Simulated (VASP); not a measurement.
OSZICAR of a VASP run on GaGe₆₃:

### OSZICAR
```
       N       E                     dE             d eps       ncg     rms          rms(c)
DAV:   1     0.148413006878E+04    0.14841E+04   -0.90160E+04   640   0.111E+03
DAV:   2    -0.788195983300E+02   -0.15629E+04   -0.14972E+04   848   0.196E+02
DAV:   3    -0.273156126001E+03   -0.19434E+03   -0.18646E+03   760   0.692E+01
DAV:   4    -0.280206699629E+03   -0.70506E+01   -0.69300E+01   752   0.135E+01
DAV:   5    -0.280383245031E+03   -0.17655E+00   -0.17539E+00   800   0.191E+00    0.163E+01
RMM:   6    -0.278596911367E+03    0.17863E+01   -0.95204E-01   640   0.168E+00    0.984E+00
RMM:   7    -0.277872723471E+03    0.72419E+00   -0.21775E+00   642   0.275E+00    0.783E-01
RMM:   8    -0.277917640844E+03   -0.44917E-01   -0.15311E-01   648   0.865E-01    0.361E-01
RMM:   9    -0.277930077777E+03   -0.12437E-01   -0.29158E-02   662   0.344E-01    0.228E-01
RMM:  10    -0.277934439875E+03   -0.43621E-02   -0.71736E-03   663   0.159E-01    0.854E-02
RMM:  11    -0.277935446157E+03   -0.10063E-02   -0.22623E-03   667   0.859E-02    0.353E-02
RMM:  12    -0.277935525386E+03   -0.79229E-04   -0.44637E-04   683   0.330E-02    0.188E-02
RMM:  13    -0.277935566084E+03   -0.40698E-04   -0.10773E-04   608   0.185E-02    0.614E-03
RMM:  14    -0.277935573581E+03   -0.74973E-05   -0.25831E-05   408   0.848E-03
   1 F= -.27793557E+03 E0= -.27788293E+03  d E =-.277936E+03  mag=     1.0000
       N       E                     dE             d eps       ncg     rms          rms(c)
DAV:   1    -0.277969657388E+03   -0.34091E-01   -0.78493E-01   704   0.151E+00    0.311E-01
RMM:   2    -0.277974955217E+03   -0.52978E-02   -0.58105E-02   640   0.393E-01    0.104E-01
RMM:   3    -0.277975802017E+03   -0.84680E-03   -0.84782E-03   675   0.150E-01    0.512E-02
RMM:   4    -0.277975871035E+03   -0.69018E-04   -0.12045E-03   671   0.556E-02    0.216E-02
RMM:   5    -0.277975894246E+03   -0.23211E-04   -0.25951E-04   677   0.240E-02    0.103E-02
RMM:   6    -0.277975897418E+03   -0.31722E-05   -0.37102E-05   441   0.942E-03
   2 F= -.27797590E+03 E0= -.27792340E+03  d E =-.403238E-01  mag=     1.0000
       N       E                     dE             d eps       ncg     rms          rms(c)
DAV:   1    -0.277980118733E+03   -0.42245E-02   -0.26686E-01   696   0.885E-01    0.183E-01
RMM:   2    -0.277981923561E+03   -0.18048E-02   -0.19819E-02   640   0.232E-01    0.615E-02
RMM:   3    -0.277982208084E+03   -0.28452E-03   -0.28524E-03   673   0.882E-02    0.298E-02
RMM:   4    -0.277982233423E+03   -0.25339E-04   -0.41678E-04   676   0.326E-02    0.129E-02
RMM:   5    -0.277982240038E+03   -0.66149E-05   -0.76634E-05   520   0.136E-02
   3 F= -.27798224E+03 E0= -.27792998E+03  d E =-.466665E-01  mag=     1.0000
       N       E                     dE             d eps       ncg     rms          rms(c)
DAV:   1    -0.277984201505E+03   -0.19681E-02   -0.38288E-02   696   0.364E-01    0.692E-02
RMM:   2    -0.277984435383E+03   -0.23388E-03   -0.27409E-03   640   0.934E-02    0.232E-02
RMM:   3    -0.277984474562E+03   -0.39178E-04   -0.40703E-04   668   0.363E-02    0.120E-02
RMM:   4    -0.277984479135E+03   -0.45731E-05   -0.62366E-05   500   0.136E-02
   4 F= -.27798448E+03 E0= -.27793213E+03  d E =-.223910E-02  mag=     1.0000
       N       E                     dE             d eps       ncg     rms          rms(c)
DAV:   1    -0.277985120118E+03   -0.64556E-03   -0.50039E-02   688   0.416E-01    0.779E-02
RMM:   2    -0.277985428126E+03   -0.30801E-03   -0.35597E-03   640   0.107E-01    0.265E-02
RMM:   3    -0.277985479459E+03   -0.51333E-04   -0.51944E-04   674   0.415E-02    0.146E-02
RMM:   4    -0.277985484480E+03   -0.50213E-05   -0.72795E-05   552   0.152E-02
   5 F= -.27798548E+03 E0= -.27793307E+03  d E =-.324444E-02  mag=     1.0000
       N       E                     dE             d eps       ncg     rms          rms(c)
DAV:   1    -0.277986503841E+03   -0.10244E-02   -0.24829E-02   704   0.296E-01    0.495E-02
RMM:   2    -0.277986590226E+03   -0.86386E-04   -0.11555E-03   640   0.625E-02    0.191E-02
RMM:   3    -0.277986607407E+03   -0.17180E-04   -0.19123E-04   670   0.250E-02    0.973E-03
RMM:   4    -0.277986610119E+03   -0.27122E-05   -0.27225E-05   423   0.951E-03
   6 F= -.27798661E+03 E0= -.27793431E+03  d E =-.112564E-02  mag=     1.0000
```

### Question
Which electronic solver shows in the log?

### Answer
It is blocked Davidson (ALGO = Normal, or the opening steps of other solvers) and then RMM-DIIS (ALGO = Fast or VeryFast). The INCAR had ALGO = Fast.

### Question
How was spin treated?

### Answer
Collinear spin (ISPIN = 2): the summary line carries one mag value, 1.00 μB in the cell.

### Question
Can the final energy be trusted as converged?

### Answer
Self-consistency was reached. It stopped with EDIFF = 1E-5, NELM = 100, NSW = 60 and EDIFFG = -0.03 after 6 ionic steps (PBE GGA, plane waves, VASP's PBE PAW potentials (set 64)). The supercell is sampled at Γ alone, which is coarse: total energies, pressure and levels can be off, energies of defects by several tenths of an eV.

The cell is a supercell with a defect, built from Ge (diamond): Ga_Ge. The total moment is imposed (NUPDOWN), so this need not be the lowest spin state.
